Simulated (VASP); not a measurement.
Energy against volume of PbTe (rock salt). All values below come from PBE0 hybrid, VASP's PBE PAW potentials (set 64) (plane waves; VASP). Run with 520 eV cut-off, 6×6×6 Γ-centred mesh, Gaussian smearing of 0.050 eV, potentials Te Pb_d.

| V (Å³/atom) | E (eV/atom) |
|---|---|
| 33.270 | -4.96779 |
| 34.332 | -4.97435 |
| 35.394 | -4.97187 |
| 36.456 | -4.96175 |

Problem. Fit these four points and predict the energy of the run at 32.208 Å³/atom.

Solution. A cubic in V^(−2/3), the third-order Birch-Murnaghan form, passes through the four points with V0 = 34.55 Å³/atom and B0 = 43 GPa, and gives -4.9505 eV/atom there. The run gave -4.9505 eV/atom, +0.0 meV/atom from the fit; all five points give B0 = 43 GPa.

The compound is PbTe in the rock salt structure. It was relaxed first. The cell's shape comes from a PBE relaxation.
